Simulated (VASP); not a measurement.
Zr (space group P6_3/mmc): computed properties

All values below come from PBEsol GGA, VASP's PBE PAW potentials (set 64) (plane waves; VASP).

For Zr, the space group comes out as P6_3/mmc (194). The cell comes out as a = 3.1796 Å, b = 3.1796 Å, c = 5.1254 Å, α = 90.00°, β = 90.00°, γ = 120.00°. The volume per atom is 22.44 Å³/atom. The band gap (over mesh and band path) comes out as none (metal, semimetal or under 0.01 eV) and the density comes out as 6.75 g/cm³.

```cif
data_Zr2
_chemical_formula_sum 'Zr2'
_space_group_name_H-M_alt 'P 1'
_space_group_IT_number 1
_cell_length_a 3.17962
_cell_length_b 3.17962
_cell_length_c 5.12541
_cell_angle_alpha 90.000
_cell_angle_beta 90.000
_cell_angle_gamma 120.000
loop_
_space_group_symop_operation_xyz
  'x, y, z'
loop_
_atom_site_label
_atom_site_type_symbol
_atom_site_fract_x
_atom_site_fract_y
_atom_site_fract_z
_atom_site_occupancy
Zr1 Zr 0.33333 0.66667 0.25000 1
Zr2 Zr 0.66667 0.33333 0.75000 1
```

The structure comes from a measured Zr entry (P6_3/mmc) of the Crystallography Open Database, whose conditions weren't checked. It was relaxed first. Symmetry was kept, so distortions that lower it aren't found.
